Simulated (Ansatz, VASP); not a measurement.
**Two plane-wave programs on ZrSnSe3**

INCAR

```
SYSTEM = ZrSnSe3
ALGO = Normal
EDIFF = 1E-7
ENCUT = 520
GGA = PE
ISIF = 2
ISMEAR = 0
LASPH = .TRUE.
LCHARG = .FALSE.
LREAL = .FALSE.
LWAVE = .FALSE.
NBANDS = 30
NELM = 80
PREC = Accurate
SIGMA = 0.1
```

The input KPOINTS:

```
k-points
0
G
  4 4 4
  0 0 0
```

The input POSCAR:

```
ZrSnSe3
1.0
    4.9234700900      0.0000000000      0.0000000000
    0.0000000000      4.9234700900      0.0000000000
    0.0000000000      0.0000000000      4.9162457900
Zr Sn Se
1 1 3
Direct
    0.5000000000      0.5000000000      0.4850699900
    0.0000000000      0.0000000000      0.9967579800
    0.5000000000      0.0000000000      0.4853650000
    0.5000000000      0.5000000000      0.9850419800
    0.0000000000      0.5000000000      0.4853650000
```

Input for Ansatz:

```yaml
crystal:
  lattice:
    - [4.92347009, 0.0, 0.0]
    - [0.0, 4.92347009, 0.0]
    - [0.0, 0.0, 4.91624579]
  atoms:
    - { symbol: Zr, position: [0.5, 0.5, 0.48506999] }
    - { symbol: Sn, position: [0.0, 0.0, 0.99675798] }
    - { symbol: Se, position: [0.5, 0.0, 0.485365] }
    - { symbol: Se, position: [0.5, 0.5, 0.98504198] }
    - { symbol: Se, position: [0.0, 0.5, 0.485365] }
basis:
  ecutwfc: 420
kpoints:
  mp_grid: { grid: [4, 4, 4] }
hamiltonian:
  xc: pbe
scf:
  occupations: { method: gaussian, width: 0.1 }
  lower_state_search: "off"
output:
  forces: true
  stress: true
  eigenvalues: true
```

Change from the starting cell: species swapped into the KCrCl3 type (P4mm, No. 99).

Alike in both runs: task single point; functional PBE; k mesh 4 × 4 × 4; occupations gaussian, width 0.1 eV; no spin polarisation.

|  | VASP | Ansatz |
| --- | --- | --- |
| version | VASP 6.6.1 | Ansatz 0.2.0 |
| potentials or method | VASP PAW PBE potentials, release 64 (Zr_sv, Sn_d, Se) | scalar-relativistic, plane waves, PAW |
| plane-wave cutoff (eV) | 520 | 420 |
| valence electrons in the cell | 44 | 74 |

|  | VASP | Ansatz | Ansatz less VASP |
| --- | --- | --- | --- |
| gap on the k mesh at the Fermi level (eV) | none | none | - |
| pressure (GPa) | 15.6 | 15.4 | -0.11 |
| largest component of the traceless stress (GPa) | 0.17 | 0.17 | -0.002 |
| rms of the force components (eV/Å) | 0.039 | 0.039 | +0.0003 |

Atom by atom the forces differ by 0.000 eV/Å (rms over components). A gap of «none» marks a metal or a gap that the smearing closes. The two sets of potentials don't hold the same shells in valence.

Caveats: so large a pressure means that the cell lies far from this level's equilibrium, or that cutoff or potentials fall short (VASP).
